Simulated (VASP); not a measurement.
```yaml
crystal:
  lattice:
    - [0.00000, 3.44742, 3.50115]
    - [3.47346, 0.00000, 3.50115]
    - [3.47346, 3.44742, 0.00000]
  atoms:
    - { symbol: Sr, position: [0.00000, 0.00000, 0.00000] }
    - { symbol: Cl, position: [0.25000, 0.25000, 0.25000] }
    - { symbol: Cl, position: [0.74164, 0.75836, 0.75836] }
```

All values below come from PBE GGA, VASP's PBE PAW potentials (set 64) (plane waves; VASP). Run with 400 eV cut-off, 7×7×7 Monkhorst-Pack mesh, Gaussian smearing of 0.050 eV, potentials Sr_sv Cl.

Task: Estimate the energy per atom (σ→0), pressure, largest force.

Result: 
```
Quantity                        Value
---------------------  --------------
energy per atom (σ→0)  -4.255 eV/atom
pressure                     1.58 GPa
largest force              0.170 eV/Å
```

The absolute energy has meaning only against runs of the same code, potentials and settings.

The compound is SrCl2 in the fluorite structure. The cell was not relaxed at this level, atoms are displaced from their ideal sites. The run is one of a series of settings (KPOINTS 7×7×7 Monkhorst-Pack mesh against the base run), some of them coarse on purpose.
